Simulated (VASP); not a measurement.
Set up this calculation in VASP 6.6.1, as the native input.

- Task: single point
- Functional: PBE
- Potentials or basis: VASP PAW PBE potentials, release 64 (K_sv, Sn_d, Cl)
- Cutoff: 520 eV
- k mesh: 6 × 6 × 6
- Occupations: fermi-dirac, width 0.02 eV
- Spin: no spin polarisation
- Dipole correction: no
- Further INCAR settings: ALGO = Normal; EDIFF = 1e-06; NBANDS = 30

The structure of KSnCl3 lies in POSCAR:

```
KSnCl3
1.0
    5.5399858721      0.0000000000      0.0000000000
    0.0000000000      5.5399858721      0.0000000000
    0.0000000000      0.0000000000      5.5399858721
K Sn Cl
1 1 3
Direct
    0.0000000000      0.0000000000      0.0000000000
    0.5000000000      0.5000000000      0.5000000000
    0.5000000000      0.5000000000      0.0000000000
    0.5000000000      0.0000000000      0.5000000000
    0.0000000000      0.5000000000      0.5000000000
```

The cell was built by a generator and needn't be a form met in nature.

One way to write it, as run:

INCAR

```
PREC = Accurate
ENCUT = 520
EDIFF = 1E-6
ISMEAR = -1
SIGMA = 0.02
LREAL = False
LASPH = True
NELM = 100
ALGO = Normal
ISIF = 2
LWAVE = False
LCHARG = False
GGA = PE
NBANDS = 30
```

KPOINTS

```
Automatic mesh
0
Gamma
  6 6 6
```

Potentials or basis: VASP PAW PBE potentials, release 64 (K_sv, Sn_d, Cl).

Command:

```console
$ cat potpaw_PBE.64/K_sv/POTCAR potpaw_PBE.64/Sn_d/POTCAR potpaw_PBE.64/Cl/POTCAR > POTCAR
$ mpirun -np 1 vasp_std > vasp.out
```

It gave:

```yaml
Pressure: 0.5 GPa
Band_gap_on_the_k_mesh: 0.79 eV, direct
```

Caveat: spin-orbit coupling is left out, which moves the levels of the heavy elements.

Wall time 59 s on 1 thread of Intel(R) Xeon(R) Platinum 8488C (Sapphire Rapids), with other jobs on the host, peak memory 0.3 GiB.
